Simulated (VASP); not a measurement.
# InGaO (P-6m2) in VASP: further runs

The runs below take InGaO through relaxation of cell and atoms, with PBE.

Program: VASP 6.6.1. These are calculated values, not measurements. Logs are shortened: lines on timing, memory, paths and dates and some standing lists are left out, and cuts for length are marked.

### Step 1. The structure

The structure is hexagonal, space group P-6m2 (No. 187). Conventional cell: a = 3.945 Å, b = 3.945 Å, c = 4.016 Å, α = 90.00°, β = 90.00°, γ = 120.00°. In (site symmetry -6m2) is surrounded by 6 Ga at 3.04 Å and 6 O at 3.04 Å. Around Ga (site symmetry -6m2) lie 3 O at 2.28 Å. Around O (site symmetry -6m2) lie 3 Ga at 2.28 Å.

The cell was built by a generator and needn't be a form met in nature.

### Step 2. Relaxation of cell and atoms, PBE

File INCAR:

```
SYSTEM = InGaO
PREC     = Normal         ! precision mode
ENCUT    = 520            ! plane-wave cutoff, eV
EDIFF    = 1E-4           ! SCF threshold, eV
ISMEAR   = 0              ! smearing method
SIGMA    = 0.15           ! smearing width, eV
LREAL    = .False.        ! projectors in reciprocal space
LASPH    = .True.         ! aspherical terms in the spheres
NELM     = 60             ! most SCF steps
ALGO     = Fast           ! electronic algorithm
ISIF     = 3              ! what is computed and relaxed
LWAVE    = .False.        ! write WAVECAR
LCHARG   = .False.        ! write CHGCAR
GGA      = PE             ! functional
IBRION   = 2              ! ionic algorithm
NSW      = 24             ! ionic steps
EDIFFG   = -0.08          ! ionic threshold
KPAR     = 2
```

File KPOINTS:

```
regular mesh
0
Gamma
  5 5 4
  0 0 0
```

File POSCAR:

```
InGaO
1.0
    3.9453159200      0.0000000000      0.0000000000
   -1.9726579600      3.4167438100      0.0000000000
    0.0000000000      0.0000000000      4.0161978700
In Ga O
1 1 1
Direct
    0.6666666700      0.3333333300      0.0000000000
    0.3333333300      0.6666666700      0.5000000000
    0.0000000000      0.0000000000      0.5000000000
```

Potentials or basis: VASP PAW PBE potentials, release 64 (In_d, Ga_d, O).

Started as:

```console
> cat potpaw_PBE.64/In_d/POTCAR potpaw_PBE.64/Ga_d/POTCAR potpaw_PBE.64/O/POTCAR > POTCAR
> mpirun -np 2 vasp_std > vasp.out
```

OUTCAR:

```text
SYSTEM = InGaO
   PREC = Normal
   ENCUT = 520
   EDIFF = 1E-4
   ISMEAR = 0
   LREAL = .False.
   LASPH = .True.
   NELM = 60
   ISIF = 3
   GGA = PE
   IBRION = 2
   NSW = 24
   EDIFFG = -0.08

 ion  position               nearest neighbor table
   1  0.667  0.333  0.000-   2 3.04   2 3.04   2 3.04   2 3.04   2 3.04   2 3.04
   2  0.333  0.667  0.500-   3 2.28   3 2.28   3 2.28   1 3.04   1 3.04   1 3.04   1 3.04   1 3.04
                             1 3.04
   3  0.000  0.000  0.500-   2 2.28   2 2.28   2 2.28

  LATTYP: Found a hexagonal cell.
 ALAT       =     3.9453159200
 C/A-ratio  =     1.0179661024

  Lattice vectors:

 A1 = (   3.9453159200,   0.0000000000,   0.0000000000)
 A2 = (  -1.9726579600,   3.4167438100,   0.0000000000)
 A3 = (   0.0000000000,   0.0000000000,   4.0161978700)

Analysis of symmetry for initial positions (statically):
=====================================================================
 Subroutine PRICEL returns:
 Original cell was already a primitive cell.

 Routine SETGRP: Setting up the symmetry group for a
 hexagonal supercell.

 Subroutine GETGRP returns: Found 12 space group operations
 (whereof 12 operations were pure point group operations)
 out of a pool of 24 trial point group operations.

The static configuration has the point symmetry D_3h.

Analysis of symmetry for dynamics (positions and initial velocities):
=====================================================================
 Subroutine PRICEL returns:
 Original cell was already a primitive cell.

 Routine SETGRP: Setting up the symmetry group for a
 hexagonal supercell.

 Subroutine GETGRP returns: Found 12 space group operations
 (whereof 12 operations were pure point group operations)
 out of a pool of 24 trial point group operations.

The dynamic configuration has the point symmetry D_3h.

 Subroutine INISYM returns: Found 12 space group operations
 (whereof 12 operations are pure point group operations),
 and found     1 'primitive' translations

----------------------------------------------------------------------------------------

                                     Primitive cell

  volume of cell :      54.1389

  direct lattice vectors                    reciprocal lattice vectors
     3.945315920  0.000000000  0.000000000     0.253465127  0.146338159  0.000000000
    -1.972657960  3.416743810  0.000000000     0.000000000  0.292676319  0.000000000
     0.000000000  0.000000000  4.016197870     0.000000000  0.000000000  0.248991716

  length of vectors
     3.945315920  3.945315918  4.016197870     0.292676318  0.292676319  0.248991716

  position of ions in fractional coordinates (direct lattice)
     0.666666670  0.333333330  0.000000000
     0.333333330  0.666666670  0.500000000
     0.000000000  0.000000000  0.500000000

  ion indices of the primitive-cell ions
   primitive index   ion index
                 1           1
                 2           2
                 3           3

----------------------------------------------------------------------------------------

 KPOINTS: regular mesh

Automatic generation of k-mesh.
 Grid dimensions read from file:
 generate k-points for:    5    5    4

 Generating k-lattice:

  Cartesian coordinates                     Fractional coordinates (reciprocal lattice)
     0.050693025  0.029267632  0.000000000     0.200000000  0.000000000  0.000000000
     0.000000000  0.058535264  0.000000000     0.000000000  0.200000000  0.000000000
     0.000000000  0.000000000  0.062247929     0.000000000  0.000000000  0.250000000

  Length of vectors
     0.058535264  0.058535264  0.062247929

  Shift w.r.t. Gamma in fractional coordinates (k-lattice)
     0.000000000  0.000000000  0.000000000

 Subroutine IBZKPT returns following result:
 ===========================================

 Found     15 irreducible k-points:

 Following reciprocal coordinates:
            Coordinates               Weight
  0.000000  0.000000  0.000000      1.000000
  0.200000  0.000000  0.000000      6.000000
  0.400000  0.000000  0.000000      6.000000
  0.200000  0.200000  0.000000      6.000000
  0.400000  0.200000  0.000000      6.000000
  0.000000  0.000000  0.250000      2.000000
  0.200000  0.000000  0.250000     12.000000
  0.400000  0.000000  0.250000     12.000000
  0.200000  0.200000  0.250000     12.000000
  0.400000  0.200000  0.250000     12.000000
  0.000000  0.000000  0.500000      1.000000
  0.200000  0.000000  0.500000      6.000000
  0.400000  0.000000  0.500000      6.000000
  0.200000  0.200000  0.500000      6.000000
  0.400000  0.200000  0.500000      6.000000
   k-points           NKPTS =     15   k-points in BZ     NKDIM =     15   number of bands    NBANDS=     20
   number of dos      NEDOS =    301   number of ions     NIONS =      3
   total plane-waves  NPLWV =  13824
   dimension x,y,z NGX =    24 NGY =   24 NGZ =   24
   dimension x,y,z NGXF=    48 NGYF=   48 NGZF=   48
   ions per type =               1   1   1
   NGX,Y,Z   is equivalent  to a cutoff of  10.11, 10.11,  9.93 a.u.
   NGXF,Y,Z  is equivalent  to a cutoff of  20.23, 20.23, 19.87 a.u.
 SYSTEM =  InGaO
   PREC   = normal    normal or accurate (medium, high low for compatibility)
   ISTART =      0    job   : 0-new  1-cont  2-samecut
   ICHARG =      2    charge: 1-file 2-atom 10-const
   ISPIN  =      1    spin polarized calculation?
   LNONCOLLINEAR =      F non collinear calculations
   LSORBIT =      F    spin-orbit coupling
   LASPH  =      T    aspherical Exc in radial PAW
   ENCUT  =  520.0 eV  38.22 Ry    6.18 a.u.   7.34  7.34  7.47*2*pi/ulx,y,z
   NELM   =     60;   NELMIN=  2; NELMDL= -5     # of ELM steps
   EDIFF  = 0.1E-03   stopping-criterion for ELM
   LREAL  =      F    real-space projection
   EDIFFG = -.8E-01   stopping-criterion for IOM
   NSW    =     24    number of steps for IOM
   IBRION =      2    ionic relax: 0-MD 1-quasi-New 2-CG
   NFREE  =      1    steps in history (QN), initial steepest desc. (CG)
   ISIF   =      3    stress and relaxation
   ISYM   =      2    0-nonsym 1-usesym 2-fastsym
   POTIM  = 0.5000    time-step for ionic-motion
   TEBEG  =    0.0;   TEEND  =   0.0 temperature during run
   PSTRESS=    0.0 pullay stress
   NELECT =      32.0000    total number of electrons
   NUPDOWN=      -1.0000    fix difference up-down
   EMIN   =  10.00;   EMAX   =-10.00  energy-range for DOS
   EFERMI =   0.00;   METHOD = LEGACY
   ISMEAR =     0;   SIGMA  =   0.15  broadening in eV -4-tet -1-fermi 0-gaus
   EFERMI_NEDOS =   21; number of points for ismear=-14 and -15
   IALGO  =     68    algorithm
   IMIX   =      4    mixing-type and parameters
     AMIX     =   0.40;   BMIX     =  1.00
     AMIX_MAG =   1.60;   BMIX_MAG =  1.00
  volume/ion in A,a.u.               =      18.05       121.78
  Fermi-wavevector in a.u.,A,eV,Ry     =   1.373900  2.596294 25.682366  1.887601
  Thomas-Fermi vector in A             =   2.499375
   LORBIT       =      0    0 simple, 1 ext, 2 COOP (PROOUT), +10 PAW based schemes
   GGA     = PE    functional components
   LHFCALC =     F    Hartree Fock is set to
   AEXX    =    0.0000 exact exchange contribution
   IVDW    =     0    specifies the selected vdW correction
   LEPSILON=     F    determine dielectric tensor
   LRPA    =     F    only Hartree local field effects (RPA)
 conjugate gradient relaxation of ions
 non-spin polarized calculation
 RMM-DIIS sequential band-by-band and
 Gauss-broadening in eV      SIGMA  =   0.15
  energy-cutoff  :      520.00
  volume of cell :       54.14
 maximum number of plane-waves:      1509
   NGX = 15   NGY = 15   NGZ = 15

--------------------------------------- Ionic step        1  -------------------------------------------

 number of electron      32.0000031 magnetization

 Free energy of the ion-electron system (eV)
  ---------------------------------------------------
  ext. energy  EPLUGINS =         0.00000000
  ---------------------------------------------------
  free energy    TOTEN  =       -11.45230137 eV

  energy without entropy =      -11.44478653  energy(sigma->0) =      -11.44854395

------------------------ aborting loop because EDIFF is reached ----------------------------------------

  FORCE on cell =-STRESS in cart. coord.  units (eV):
  Direction    XX          YY          ZZ          XY          YZ          ZX
  --------------------------------------------------------------------------------------
  -------------------------------------------------------------------------------------
  Total       -1.0334470     -1.0334470      1.4124274      0.0000000     -0.0000000      0.0000000
  in kB      -30.5836628    -30.5836627     41.7991458      0.0000000     -0.0000000      0.0000000
  external PRESSURE =      -6.4560599 kB  Pullay stress =       0.0000000 kB
[... 92 lines left out ...]
  FREE ENERGIE OF THE ION-ELECTRON SYSTEM (eV)
  ---------------------------------------------------
  free  energy   TOTEN  =       -11.6653649189 eV

  energy  without entropy=      -11.6562777214  energy(sigma->0) =      -11.66082132

[... ionic steps 4 to 12 ...]

--------------------------------------- Ionic step       13  -------------------------------------------

 number of electron      31.9999976 magnetization

------------------------ aborting loop because EDIFF is reached ----------------------------------------

  FORCE on cell =-STRESS in cart. coord.  units (eV):
  Direction    XX          YY          ZZ          XY          YZ          ZX
  --------------------------------------------------------------------------------------
  -------------------------------------------------------------------------------------
  Total        0.8623477      0.8623477      0.5164827     -0.0000000      0.0000000     -0.0000000
  in kB       25.9761197     25.9761197     15.5577796     -0.0000000      0.0000000     -0.0000000
  external PRESSURE =      22.5033397 kB  Pullay stress =       0.0000000 kB
[... 59 lines left out ...]
  energy  without entropy=      -12.0031417849  energy(sigma->0) =      -12.00330041

--------------------------------------- Ionic step       15  -------------------------------------------

 number of electron      32.0000003 magnetization

 Free energy of the ion-electron system (eV)
  ---------------------------------------------------
  ext. energy  EPLUGINS =         0.00000000
  ---------------------------------------------------
  free energy    TOTEN  =       -12.00278840 eV

  energy without entropy =      -12.00242627  energy(sigma->0) =      -12.00260734

 E-fermi :   6.4590     XC(G=0): -10.4538

 val. band max:        6.1578628424   @ k =   0.2000   0.2000   0.2500
 cond. band min:       6.7375269649   @ k =   0.4000   0.0000   0.0000
 fundamental gap:      0.5796641225
 Fermi energy:         6.4589926041

 k-point     1 :       0.0000    0.0000    0.0000
  band No.  band energies     occupation
      1     -13.8378      2.00000
      2      -9.2434      2.00000
      3      -9.2434      2.00000
      4      -9.0886      2.00000
      5      -9.0886      2.00000
      6      -8.9588      2.00000
[... 12 lines left out ...]
     19      12.3665      0.00000
[... 351 lines left out ...]
  FREE ENERGIE OF THE ION-ELECTRON SYSTEM (eV)
  ---------------------------------------------------
  free  energy   TOTEN  =       -12.0027884025 eV

  energy  without entropy=      -12.0024262694  energy(sigma->0) =      -12.00260734

 reached required accuracy - stopping structural energy minimisation
```

It took 56 s on 2 MPI ranks of Intel Xeon Platinum 8488C (Sapphire Rapids), shared host; peak memory 0.14 GiB.

Results:

| Item | Value |
| --- | --- |
| Free energy | -12.0028 eV |
| Relaxed volume | 18.15 Å³/atom |
| Relaxed cell | a = 3.446 Å, b = 3.446 Å, c = 5.294 Å, α = 90.00°, β = 90.00°, γ = 120.00° |
| Space group after relaxing (to 0.05 Å) | P-6m2 (No. 187) |
| Energy gained by relaxing | 183.5 meV/atom |
| Ionic steps | 15 |
| Pressure after relaxing | 0.4 GPa |
| Band gap on the k mesh | none (metal or under the smearing width) |

Stress tensor (GPa, compression positive):
```
 0.69  0.00  0.00
 0.00  0.69  0.00
 0.00  0.00 -0.10
```

Step by step:
```tsv
step	energy change (eV)	largest force (eV/Å)	pressure (GPa)	volume (Å³)
1	0.0000	0.0000	-0.65	54.14
2	-0.0628	0.0000	0.26	53.54
3	-0.2131	0.0000	3.47	51.47
4	-0.1607	0.0000	16.11	46.19
5	-0.2830	0.0000	7.99	49.19
6	-0.2499	0.0000	12.06	47.45
7	-0.2647	0.0000	12.29	47.53
8	-0.2971	0.0000	12.35	47.76
9	-0.3007	0.0000	12.12	48.15
10	-0.3096	0.0000	11.86	48.02
11	-0.3457	0.0000	11.17	48.52
12	-0.4365	0.0000	7.39	50.05
13	-0.5386	0.0000	2.25	53.19
14	-0.5512	0.0000	-0.54	54.74
15	-0.5505	0.0000	0.43	54.44
```

Final structure:
```yaml
crystal:
  lattice:
    - [3.44573, 0.00000, 0.00000]
    - [-1.72287, 2.98409, 0.00000]
    - [0.00000, 0.00000, 5.29430]
  atoms:
    - { symbol: In, position: [0.66667, 0.33333, 0.00000] }
    - { symbol: Ga, position: [0.33333, 0.66667, 0.50000] }
    - { symbol: O, position: [0.00000, 0.00000, 0.50000] }
```

Caveat: the k mesh is coarse (spacing up to 0.39 Å⁻¹), so the values aren't converged; the relaxation stopped at a loose force limit of 0.08 eV/Å, so its end isn't a converged minimum.

(Part 1 of 2 ends here.)
